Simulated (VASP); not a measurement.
YAl3N4:

```
CELL_PARAMETERS angstrom
0.00000 0.00000 -5.08656
3.17897 5.50614 0.00000
3.17897 -5.50614 0.00000
ATOMIC_POSITIONS crystal
Y 0.00000 0.16667 0.33333
Y 0.50000 0.33333 0.66667
Al 0.00000 0.16667 0.83333
Al 0.00000 0.66667 0.33333
Al 0.00000 0.66667 0.83333
Al 0.50000 0.33333 0.16667
Al 0.50000 0.83333 0.66667
Al 0.50000 0.83333 0.16667
N 0.62000 0.16667 0.33333
N 0.62000 0.16667 0.83333
N 0.62000 0.66667 0.33333
N 0.62000 0.66667 0.83333
N 0.12000 0.33333 0.66667
N 0.12000 0.33333 0.16667
N 0.12000 0.83333 0.66667
N 0.12000 0.83333 0.16667
```

The cell was built by a generator and needn't be a form met in nature.

| Property | Result |
| --- | --- |
| Program | VASP 6.6.1 |
| Task | relaxation of cell and atoms |
| Functional | PBE |
| Potentials or basis | VASP PAW PBE potentials, release 64 (Y_sv, Al, N) |
| Cutoff | 600 eV |
| k mesh | 6 × 6 × 6 |
| Occupations | gaussian, width 0.03 eV |
| Spin | no spin polarisation |

At the start: pressure 30.7 GPa; volume 11.13 Å³/atom.

Problem. How do energy, volume and symmetry change on relaxing?

Solution. Over 24 steps the energy falls by 428.4 meV/atom and the volume is 12.24 Å³/atom (+10.0 %); space group Cmc2_1 (No. 36, to 0.05 Å).

Step by step:
```tsv
step	energy change (eV)	largest force (eV/Å)	pressure (GPa)	volume (Å³)
1	0.0000	8.3785	30.67	178.07
2	-2.0136	2.7174	-21.36	238.81
3	-6.0432	1.3362	-6.30	206.76
4	-6.0595	1.3568	-5.26	205.42
5	-6.0609	1.4337	-4.72	204.74
6	-6.5722	0.9368	0.61	196.88
7	-6.5883	0.9308	1.94	195.24
8	-6.7167	0.5537	-0.04	196.93
9	-6.7284	0.4322	-0.79	197.65
10	-6.7979	0.3139	-0.34	196.76
11	-6.8080	0.2848	-0.07	196.27
12	-6.8292	0.1325	0.22	195.81
13	-6.8302	0.1568	0.30	195.68
14	-6.8437	0.1037	-0.23	196.13
15	-6.8440	0.1191	-0.32	196.21
16	-6.8513	0.0919	0.18	195.58
17	-6.8517	0.0972	0.34	195.38
18	-6.8539	0.0633	-0.23	195.97
19	-6.8541	0.0405	-0.09	195.83
20	-6.8548	0.0285	0.03	195.70
21	-6.8548	0.0288	0.03	195.69
22	-6.8550	0.0177	0.02	195.72
23	-6.8550	0.0173	0.03	195.72
24	-6.8550	0.0073	-0.04	195.80
```

Final structure:
```
CELL_PARAMETERS angstrom
0.00000 0.00000 -5.16183
3.36251 5.82404 0.00000
3.20347 -5.73222 0.00000
ATOMIC_POSITIONS crystal
Y 0.00359 0.14953 0.29906
Y 0.50359 0.35047 0.70094
Al 0.00009 0.16312 0.83093
Al 0.01287 0.66181 0.32362
Al 0.00009 0.66781 0.83093
Al 0.50009 0.33688 0.16907
Al 0.51287 0.83819 0.67638
Al 0.50009 0.83219 0.16907
N 0.55298 0.15840 0.31680
N 0.63927 0.14647 0.85844
N 0.63183 0.66800 0.33601
N 0.63927 0.71196 0.85844
N 0.05298 0.34160 0.68320
N 0.13927 0.35353 0.14156
N 0.13183 0.83200 0.66399
N 0.13927 0.78804 0.14156
```
